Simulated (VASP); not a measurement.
Given:

```xyz
4
Lattice="-1.6908 1.6908 5.7244 1.6908 -1.6908 5.7244 1.6908 1.6908 -5.7244" Properties=species:S:1:pos:R:3 pbc="T T T"
Os     0.0000     0.0000     8.5865
Os     0.0000     1.6908     0.0000
Ge     0.0000     0.0000     1.9005
Ge     0.0000     1.6908     4.7627
```

Method: PBE GGA, VASP's PBE PAW potentials (set 64) (plane waves; VASP 6.6.1). Settings: 400 eV cut-off, 10×10×10 Γ-centred mesh, first-order Methfessel-Paxton smearing of 0.10 eV, potentials Os Ge_d.

Question: Give the force on each atom (eV/Å).

Answer: 
| atom | Fx | Fy | Fz |
|---|---|---|---|
| Os1 | 0.000 | 0.000 | 0.156 |
| Os2 | 0.000 | 0.000 | 0.156 |
| Ge3 | 0.000 | 0.000 | -0.156 |
| Ge4 | 0.000 | 0.000 | -0.156 |

Question: Give the stress tensor in GPa (positive for a compressed cell).

Answer: 
```
-9.88   0.00   0.00
 0.00  -9.88   0.00
 0.00   0.00  -4.55
```
The pressure is its mean diagonal, -8.10 GPa.

The structure was generated: GeOs was put into the NbAs type (I4_1md), which need not be its known phase. The cell was not relaxed at this level.
